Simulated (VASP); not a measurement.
# A VASP study of MgO (r2SCAN): structure first, properties next, part 4 of 6

Aim: relax MgO with r2SCAN, compute its properties on that cell and hold them against experiment. Left out of this account: at least 1 further run (core levels: core levels are not valid at this level). The start is a cell from a database of measured crystal structures.

VASP 6.6.1, plane waves and PAW; the level of theory is named at each step.

So far, least gap on mesh and path (eV): step 5 (bands along the symmetry lines (r2SCAN)) 5.73. The relaxed cell has a = 4.195 Å (conventional setting).

### 8. Dielectric tensor and Born charges (r2SCAN)

Level of this step: r2SCAN; plane waves and PAW (Mg, O) (VASP).

The response to a static field gives the electronic dielectric tensor and the Born charges. It needs tightly converged orbitals, hence the small EDIFF.

Contents of INCAR:

```
SYSTEM = MgO
PREC = Accurate
ENCUT = 520
EDIFF = 1E-07
NELM = 100
ISMEAR = 0
SIGMA = 0.01
LREAL = .FALSE.
ALGO = Normal
METAGGA = R2SCAN
LASPH = .TRUE.
NBANDS = 10
LORBIT = 11
LWAVE = .FALSE.
LCHARG = .FALSE.
LCALCEPS = .TRUE.
LPEAD = .TRUE.
```

Contents of POSCAR:

```
MgO
1.0
    0.0000000000      2.0973980938      2.0973980938
    2.0973980938      0.0000000000      2.0973980938
    2.0973980938      2.0973980938      0.0000000000
Mg O
1 1
Direct
    0.0000000000      0.0000000000      0.0000000000
    0.5000000000      0.5000000000      0.5000000000
```

Contents of KPOINTS:

```
Automatic mesh
0
Gamma
6 6 6
0 0 0
```

Potentials, in the order of the species: Mg and O (PBE family, release 64).

Started as:

```console
> mpirun -np 2 vasp_std
```

Output:

```text
[... set-up lines as in an earlier step ...]
 entering main loop
       N       E                     dE             d eps       ncg     rms          rms(c)
DAV:   1     0.733036232418E+01    0.73304E+01   -0.49135E+03   360   0.735E+02
DAV:   2    -0.192041866940E+02   -0.26535E+02   -0.26228E+02   366   0.152E+02
DAV:   3    -0.198372447949E+02   -0.63306E+00   -0.63195E+00   370   0.191E+01
DAV:   4    -0.198391750545E+02   -0.19303E-02   -0.19302E-02   348   0.114E+00
DAV:   5    -0.198391810867E+02   -0.60322E-05   -0.60322E-05   358   0.697E-02    0.683E+00
DAV:   6    -0.160844821482E+02    0.37547E+01   -0.56702E+00   332   0.140E+01    0.195E+00
DAV:   7    -0.161517277156E+02   -0.67246E-01   -0.23130E-01   340   0.372E+00    0.143E+00
DAV:   8    -0.161638180877E+02   -0.12090E-01   -0.55462E-02   324   0.254E+00    0.472E-01
DAV:   9    -0.161610762123E+02    0.27419E-02   -0.91270E-03   342   0.681E-01    0.123E-01
DAV:  10    -0.161610534781E+02    0.22734E-04   -0.82345E-04   340   0.221E-01    0.207E-02
DAV:  11    -0.161610708654E+02   -0.17387E-04   -0.75734E-06   340   0.294E-02    0.598E-03
DAV:  12    -0.161610720251E+02   -0.11597E-05   -0.42353E-07   358   0.498E-03    0.288E-03
DAV:  13    -0.161610719225E+02    0.10255E-06   -0.64615E-07   328   0.575E-03    0.109E-04
DAV:  14    -0.161610716706E+02    0.25196E-06   -0.22058E-09   162   0.519E-04    0.881E-05
DAV:  15    -0.161610716022E+02    0.68407E-07   -0.53560E-10   166   0.159E-04
       N       E                     dE             d eps       ncg     rms          rms(c)
SDA:   1    -0.161610716267E+02   -0.16161E+02   -0.11425E-10   680   0.286E-10   0.000E+00
DMP:   2    -0.161610716266E+02    0.10215E-09   -0.18038E-10   680   0.377E-10   0.194E-10
 final diagonalization occupied
 p_tot=( -0.126E+02 -0.126E+02 -0.126E+02 )
       N       E                     dE             d eps       ncg     rms          rms(c)
 p_tot=( -0.126E+02 -0.126E+02 -0.126E+02 )
dp_tot=(  0.000E+00  0.000E+00  0.000E+00 )  diag[e(oo)]=(  1.00000    ---      ---   )
SDA:   1    -0.161610716266E+02    0.72191E-10   -0.83062E-05   680   0.208E-04   0.000E+00
 p_tot=( -0.126E+02 -0.126E+02 -0.126E+02 )
dp_tot=(  0.831E-03  0.833E-07  0.833E-07 )  diag[e(oo)]=(  1.81451    ---      ---   )
DMP:   2    -0.161610779624E+02   -0.63358E-05   -0.47656E-05   680   0.624E-05   0.109E-04
 p_tot=( -0.126E+02 -0.126E+02 -0.126E+02 )
dp_tot=(  0.170E-02  0.167E-06  0.167E-06 )  diag[e(oo)]=(  2.66578    ---      ---   )
DMP:   3    -0.161610807281E+02   -0.27656E-05   -0.86139E-06   680   0.116E-05   0.191E-05
 p_tot=( -0.126E+02 -0.126E+02 -0.126E+02 )
dp_tot=(  0.219E-02  0.211E-06  0.211E-06 )  diag[e(oo)]=(  3.15220    ---      ---   )
DMP:   4    -0.161610809088E+02   -0.18076E-06   -0.24443E-06   680   0.126E-05  -0.125E-05
 p_tot=( -0.126E+02 -0.126E+02 -0.126E+02 )
dp_tot=(  0.230E-02  0.216E-06  0.216E-06 )  diag[e(oo)]=(  3.25758    ---      ---   )
DMP:   5    -0.161610809737E+02   -0.64820E-07   -0.32987E-06   680   0.973E-06  -0.285E-06
 p_tot=( -0.126E+02 -0.126E+02 -0.126E+02 )
dp_tot=(  0.220E-02  0.202E-06  0.202E-06 )  diag[e(oo)]=(  3.15404    ---      ---   )
DMP:   6    -0.161610811750E+02   -0.20131E-06   -0.21968E-06   680   0.454E-06   0.183E-06
 p_tot=( -0.126E+02 -0.126E+02 -0.126E+02 )
dp_tot=(  0.205E-02  0.186E-06  0.186E-06 )  diag[e(oo)]=(  3.01225    ---      ---   )
DMP:   7    -0.161610813007E+02   -0.12576E-06   -0.86763E-07   680   0.176E-06   0.795E-07
 p_tot=( -0.126E+02 -0.126E+02 -0.126E+02 )
dp_tot=(  0.196E-02  0.177E-06  0.177E-06 )  diag[e(oo)]=(  2.91868    ---      ---   )
DMP:   8    -0.161610813402E+02   -0.39502E-07   -0.35257E-07   680   0.984E-07  -0.198E-07
 final diagonalization full
 p_tot=( -0.126E+02 -0.126E+02 -0.126E+02 )
dp_tot=(  0.192E-02  0.176E-06  0.175E-06 )  diag[e(oo)]=(  2.88432    ---      ---   )
       N       E                     dE             d eps       ncg     rms          rms(c)
SDA:   1    -0.161610716265E+02    0.96742E-05   -0.24556E-09   680   0.614E-09   0.000E+00
DMP:   2    -0.161610716274E+02   -0.83577E-09   -0.10280E-10   680   0.114E-09  -0.232E-09
 final diagonalization occupied
 p_tot=( -0.126E+02 -0.126E+02 -0.126E+02 )
       N       E                     dE             d eps       ncg     rms          rms(c)
 p_tot=( -0.126E+02 -0.126E+02 -0.126E+02 )
dp_tot=(  0.000E+00  0.000E+00  0.000E+00 )  diag[e(oo)]=(    ---    1.00000    ---   )
SDA:   1    -0.161610716273E+02   -0.80189E-09   -0.83063E-05   680   0.208E-04   0.000E+00
 p_tot=( -0.126E+02 -0.126E+02 -0.126E+02 )
dp_tot=( -0.457E-07  0.831E-03  0.353E-07 )  diag[e(oo)]=(    ---    1.81451    ---   )
DMP:   2    -0.161610779637E+02   -0.63363E-05   -0.47656E-05   680   0.624E-05   0.109E-04
 p_tot=( -0.126E+02 -0.126E+02 -0.126E+02 )
dp_tot=( -0.135E-06  0.170E-02  0.424E-07 )  diag[e(oo)]=(    ---    2.66579    ---   )
DMP:   3    -0.161610807296E+02   -0.27659E-05   -0.86137E-06   680   0.116E-05   0.191E-05
 p_tot=( -0.126E+02 -0.126E+02 -0.126E+02 )
dp_tot=( -0.231E-06  0.219E-02  0.602E-08 )  diag[e(oo)]=(    ---    3.15221    ---   )
DMP:   4    -0.161610809106E+02   -0.18104E-06   -0.24442E-06   680   0.126E-05  -0.125E-05
 p_tot=( -0.126E+02 -0.126E+02 -0.126E+02 )
dp_tot=( -0.297E-06  0.230E-02 -0.470E-07 )  diag[e(oo)]=(    ---    3.25759    ---   )
DMP:   5    -0.161610809756E+02   -0.65046E-07   -0.32988E-06   680   0.973E-06  -0.285E-06
 p_tot=( -0.126E+02 -0.126E+02 -0.126E+02 )
dp_tot=( -0.317E-06  0.220E-02 -0.834E-07 )  diag[e(oo)]=(    ---    3.15404    ---   )
DMP:   6    -0.161610811770E+02   -0.20140E-06   -0.21968E-06   680   0.454E-06   0.183E-06
 p_tot=( -0.126E+02 -0.126E+02 -0.126E+02 )
dp_tot=( -0.302E-06  0.205E-02 -0.905E-07 )  diag[e(oo)]=(    ---    3.01225    ---   )
DMP:   7    -0.161610813028E+02   -0.12573E-06   -0.86765E-07   680   0.176E-06   0.795E-07
 p_tot=( -0.126E+02 -0.126E+02 -0.126E+02 )
dp_tot=( -0.274E-06  0.196E-02 -0.766E-07 )  diag[e(oo)]=(    ---    2.91868    ---   )
DMP:   8    -0.161610813422E+02   -0.39429E-07   -0.35257E-07   680   0.984E-07  -0.198E-07
 final diagonalization full
 p_tot=( -0.126E+02 -0.126E+02 -0.126E+02 )
dp_tot=( -0.251E-06  0.192E-02 -0.575E-07 )  diag[e(oo)]=(    ---    2.88432    ---   )
       N       E                     dE             d eps       ncg     rms          rms(c)
SDA:   1    -0.161610716264E+02    0.96764E-05   -0.24637E-09   680   0.616E-09   0.000E+00
DMP:   2    -0.161610716250E+02    0.13245E-08   -0.39308E-10   680   0.167E-09  -0.180E-09
 final diagonalization occupied
 p_tot=( -0.126E+02 -0.126E+02 -0.126E+02 )
       N       E                     dE             d eps       ncg     rms          rms(c)
 p_tot=( -0.126E+02 -0.126E+02 -0.126E+02 )
dp_tot=(  0.000E+00  0.000E+00  0.000E+00 )  diag[e(oo)]=(    ---      ---    1.00000 )
SDA:   1    -0.161610716259E+02    0.49272E-09   -0.83058E-05   680   0.208E-04   0.000E+00
 p_tot=( -0.126E+02 -0.126E+02 -0.126E+02 )
dp_tot=(  0.406E-07 -0.567E-07  0.831E-03 )  diag[e(oo)]=(    ---      ---    1.81449 )
DMP:   2    -0.161610779616E+02   -0.63357E-05   -0.47651E-05   680   0.624E-05   0.109E-04
 p_tot=( -0.126E+02 -0.126E+02 -0.126E+02 )
dp_tot=(  0.386E-07 -0.159E-06  0.170E-02 )  diag[e(oo)]=(    ---      ---    2.66572 )
DMP:   3    -0.161610807272E+02   -0.27656E-05   -0.86128E-06   680   0.116E-05   0.191E-05
 p_tot=( -0.126E+02 -0.126E+02 -0.126E+02 )
dp_tot=( -0.120E-07 -0.264E-06  0.219E-02 )  diag[e(oo)]=(    ---      ---    3.15211 )
DMP:   4    -0.161610809082E+02   -0.18102E-06   -0.24443E-06   680   0.126E-05  -0.125E-05
 p_tot=( -0.126E+02 -0.126E+02 -0.126E+02 )
dp_tot=( -0.789E-07 -0.338E-06  0.230E-02 )  diag[e(oo)]=(    ---      ---    3.25748 )
DMP:   5    -0.161610809733E+02   -0.65080E-07   -0.32986E-06   680   0.973E-06  -0.285E-06
 p_tot=( -0.126E+02 -0.126E+02 -0.126E+02 )
dp_tot=( -0.125E-06 -0.364E-06  0.220E-02 )  diag[e(oo)]=(    ---      ---    3.15394 )
DMP:   6    -0.161610811746E+02   -0.20135E-06   -0.21966E-06   680   0.454E-06   0.183E-06
 p_tot=( -0.126E+02 -0.126E+02 -0.126E+02 )
dp_tot=( -0.136E-06 -0.351E-06  0.205E-02 )  diag[e(oo)]=(    ---      ---    3.01215 )
DMP:   7    -0.161610813004E+02   -0.12571E-06   -0.86754E-07   680   0.176E-06   0.795E-07
 p_tot=( -0.126E+02 -0.126E+02 -0.126E+02 )
dp_tot=( -0.120E-06 -0.322E-06  0.196E-02 )  diag[e(oo)]=(    ---      ---    2.91859 )
DMP:   8    -0.161610813398E+02   -0.39435E-07   -0.35255E-07   680   0.984E-07  -0.198E-07
 final diagonalization full
 p_tot=( -0.126E+02 -0.126E+02 -0.126E+02 )
dp_tot=( -0.977E-07 -0.298E-06  0.192E-02 )  diag[e(oo)]=(    ---      ---    2.88424 )
   1 F= -.16161081E+02 E0= -.16161081E+02  d E =-.384347E-19
```

Elapsed: 3.1 min, on 2 MPI ranks of Intel Xeon Platinum 8259CL at 2.50GHz (Skylake/Cascade Lake), shared host; peak memory 0.31 GiB; 6.1 min of CPU time.

From OUTCAR (step 8):

```text
   k-points           NKPTS =     16   k-points in BZ     NKDIM =     16   number of bands    NBANDS=     10

   NELECT =       8.0000    total number of electrons

            Ionic dipole moment: p[ion]=(   -12.58439   -12.58439   -12.58439 ) |e| Angst

 Total electronic dipole moment: p[elc]=(     0.00000     0.00000     0.00192 ) |e| Angst

 MACROSCOPIC STATIC DIELECTRIC TENSOR (including local field effects)
 ------------------------------------------------------
           2.884293    -0.000000     0.000000
           0.000000     2.884293    -0.000000
          -0.000000    -0.000000     2.884293
 ------------------------------------------------------

 PIEZOELECTRIC TENSOR (including local field effects) (C/m^2)
          XX          YY          ZZ          XY          YZ          ZX
  --------------------------------------------------------------------------------
  x     0.00000     0.00000     0.00000     0.00000     0.00000     0.00000
  y     0.00000     0.00000     0.00000     0.00000     0.00000     0.00000
  z     0.00000     0.00000     0.00000     0.00000     0.00000     0.00000

 BORN EFFECTIVE CHARGES (including local field effects) (in |e|, cummulative output)
 ---------------------------------------------------------------------------------
 ion    1
    1     1.90139     0.00000     0.00000
    2    -0.00000     1.90139     0.00000
    3     0.00000     0.00000     1.90139
 ion    2
    1    -1.90139     0.00000     0.00000
    2     0.00000    -1.90139    -0.00000
    3    -0.00000    -0.00000    -1.90139

  Total        0.0013392      0.0013392      0.0013392     -0.0000000      0.0000000     -0.0000000
  in kB        0.1162734      0.1162734      0.1162734     -0.0000000      0.0000000     -0.0000000
  external PRESSURE =       0.1162734 kB  Pullay stress =       0.0000000 kB

 POSITION                                       TOTAL-FORCE (eV/Angst)
 -----------------------------------------------------------------------------------
      0.00000      0.00000      0.00000         0.000000      0.000000     -0.000000
      2.09740      2.09740      2.09740        -0.000000     -0.000000      0.000000
 -----------------------------------------------------------------------------------
    total drift:                               -0.000000     -0.000000      0.000000

[... 6 parts as in an earlier step ...]

[... 4 further parts left out ...]
```

Energies printed during the response cycles are not total energies of the cell.

Numbers from this step:

| Item | Value |
| --- | --- |
| irreducible k-points | 16 |

Electronic dielectric tensor with local fields:

```
2.88 0.00 0.00
0.00 2.88 0.00
0.00 0.00 2.88
```

Born effective charge (e), principal values of the symmetric part by kind of site:

```csv
atom,atoms with these values,low,middle,high,mean
Mg1,1,1.90,1.90,1.90,1.90
O2,1,-1.90,-1.90,-1.90,-1.90
```

In full for O2:

```
-1.90  0.00  0.00
 0.00 -1.90  0.00
 0.00  0.00 -1.90
```

The Born charges sum to zero; the printed set may have that rule imposed, so this is no test. Born charges and mode vectors give each infrared mode its dipole; summed over the modes, dipole squared over frequency squared adds 6.01 to the electronic 2.88, for a mean static constant of 8.90. With one infrared mode the Lyddane-Sachs-Teller relation, LO/TO = (ε0/ε∞)^½, puts the longitudinal line at 717 cm⁻¹. The mean Born charge of O, -1.90 e, lies near its nominal -2, though a dynamic charge doesn't by itself measure how ionic a bond is.

### 9. Optical spectrum (r2SCAN)

LOPTICS sums transitions from filled to empty bands. The mesh is finer than in the run before. NBANDS is raised for it.

Contents of INCAR:

```
SYSTEM = MgO
PREC = Accurate
ENCUT = 520
EDIFF = 1E-06
NELM = 100
ISMEAR = 0
SIGMA = 0.05
LREAL = .FALSE.
ALGO = Normal
METAGGA = R2SCAN
LASPH = .TRUE.
NBANDS = 20
LORBIT = 11
LWAVE = .FALSE.
LCHARG = .FALSE.
KPAR = 2
LOPTICS = .TRUE.
NEDOS = 1500
CSHIFT = 0.1
```

POSCAR is that of step 8.

Contents of KPOINTS:

```
Automatic mesh
0
Gamma
12 12 12
0 0 0
```

Started as:

```console
> mpirun -np 2 vasp_std
```

Output:

```text
[... set-up lines as in an earlier step ...]
 entering main loop
       N       E                     dE             d eps       ncg     rms          rms(c)
DAV:   1     0.165807370580E+02    0.16581E+02   -0.42754E+03  3160   0.372E+02
DAV:   2    -0.191095979432E+02   -0.35690E+02   -0.34701E+02  3664   0.111E+02
DAV:   3    -0.198378036769E+02   -0.72821E+00   -0.72648E+00  3536   0.127E+01
DAV:   4    -0.198392561429E+02   -0.14525E-02   -0.14524E-02  3472   0.625E-01
DAV:   5    -0.198392593335E+02   -0.31906E-05   -0.31906E-05  3500   0.284E-02    0.683E+00
DAV:   6    -0.160803058246E+02    0.37590E+01   -0.41298E+00  3228   0.702E+00    0.188E+00
DAV:   7    -0.161552270028E+02   -0.74921E-01   -0.20368E-01  3376   0.229E+00    0.149E+00
DAV:   8    -0.161693651837E+02   -0.14138E-01   -0.91175E-02  3484   0.157E+00    0.832E-01
DAV:   9    -0.161615037762E+02    0.78614E-02   -0.23396E-02  3272   0.630E-01    0.158E-01
DAV:  10    -0.161613571381E+02    0.14664E-03   -0.70648E-04  3572   0.146E-01    0.264E-02
DAV:  11    -0.161613651452E+02   -0.80072E-05   -0.14709E-04  3480   0.462E-02    0.135E-02
DAV:  12    -0.161613688582E+02   -0.37130E-05   -0.63755E-06  3436   0.105E-02    0.698E-03
DAV:  13    -0.161613677985E+02    0.10597E-05   -0.10666E-06  2108   0.502E-03    0.888E-04
DAV:  14    -0.161613675489E+02    0.24964E-06   -0.33811E-08  1920   0.112E-03
   1 F= -.16161368E+02 E0= -.16161368E+02  d E =-.959472E-14
 optical routines
 imaginary and real dielectric function
 direction            1
 direction            2
 direction            3
```

It took 57 s on 2 MPI ranks; peak memory 0.32 GiB; 1.7 min of CPU time.

OUTCAR, selected parts (step 9):

```text
   k-points           NKPTS =     72   k-points in BZ     NKDIM =     72   number of bands    NBANDS=     20

   NELECT =       8.0000    total number of electrons

 E-fermi :   3.1032

 k-point     1 :       0.0000    0.0000    0.0000
  band No.  band energies     occupation
      1     -15.3972      2.00000
      2       2.8668      2.00000
      3       2.8668      2.00000
      4       2.8668      2.00000
      5       8.5964      0.00000
      6      19.7729      0.00000
      7      19.7729      0.00000
      8      19.7729      0.00000
      9      23.9536      0.00000
    ...

  Total        0.0009510      0.0009510      0.0009510      0.0000000      0.0000000      0.0000000
  in kB        0.0825653      0.0825653      0.0825653      0.0000000      0.0000000      0.0000000
  external PRESSURE =       0.0825653 kB  Pullay stress =       0.0000000 kB

  FREE ENERGIE OF THE ION-ELECTRON SYSTEM (eV)
  ---------------------------------------------------
  free  energy   TOTEN  =       -16.1613675489 eV

  energy  without entropy=      -16.1613675489  energy(sigma->0) =      -16.16136755

 plasma frequency squared (from intraband transitions) (eV^2)
  --------------------------------------------------------------------------------------
       0.000       0.000      -0.000
       0.000       0.000      -0.000
      -0.000      -0.000       0.000

[... 9 parts as in an earlier step ...]

[... 8 further parts left out ...]
```

These are independent-particle spectra without excitons or local fields. Their onset and peaks carry the functional's gap error, and fine structure and low peaks depend on the mesh and on CSHIFT.

This step gave:

```yaml
scf_cycles: 14
bands: 20
irreducible_k_points: 72
fermi_energy: 3.103 eV
pressure: 0.008257 GPa
```

The imaginary dielectric function, xx has structure finer than the step of the table below, so its rows give means over 1 eV, whole bins alone (the curve runs from 0 to 25.0 eV). Peaks (eV: height): 10.1: 3.72, 10.7: 3.19, 11.7: 4.75, 12.4: 5.22, 13.6: 3.19, 16.7: 3.86, 17.7: 3.25.

Table of imaginary dielectric function, xx by photon energy; means over each step:

photon energy (eV), imaginary dielectric function, xx and a bar:
```
        1       0.00 
        2       0.01 
        3       0.01 
        4       0.02 
        5       0.04 
        6       0.40 ###
        7       0.89 ######
        8       1.09 #######
        9       1.70 ###########
       10       2.83 ###################
       11       2.69 ##################
       12       4.44 ##############################
       13       3.23 ######################
       14       2.64 ##################
       15       1.91 #############
       16       2.66 ##################
       17       2.98 ####################
       18       2.52 #################
       19       2.14 ##############
       20       1.41 ##########
       21       0.76 #####
       22       0.78 #####
       23       0.62 ####
       24       0.46 ###
```

Real dielectric function, xx against photon energy:

```csv
photon energy (eV),"real dielectric function, xx"
0,2.88
1,2.89
2,2.94
3,3.02
4,3.15
5,3.39
6,3.96
7,3.87
8,4.29
9,5.02
10,3.60
11,2.88
12,2.03
13,0.407
14,0.674
15,1.26
16,1.15
17,0.238
18,-0.361
19,-0.377
20,-0.948
21,-0.314
22,-0.0301
23,0.0231
24,0.149
```

Its static limit, 2.88, stands beside 2.88 from the response with local fields; local fields, the finite band count and the meshes make the difference. The mean of ε2 over directions passes 5 % of its top at 6.05 eV, against a least direct gap of 5.73 eV on this mesh, so the first direct transitions are weak, forbidden or few.

[end of part 4 of 6]

[Lines on the potential files, build, host, timing and source positions are cut from VASP's logs without a mark.]

[Logs are printed without paths, hosts, clocks, repeated set-up lines and the standing remarks that a program may print on its own settings, such as how far it seeks lower states.]

[Hosts, paths, dates, database ids (printed as entryN), source tags and the programs' standing remarks are cut or masked in the printed files.]

[A measured line is paired with the nearest computed mode of its activity, which favours agreement.]

[In band tables of VASP the shares of atoms and orbitals are scaled to a sum of 1 inside the atoms' spheres.]
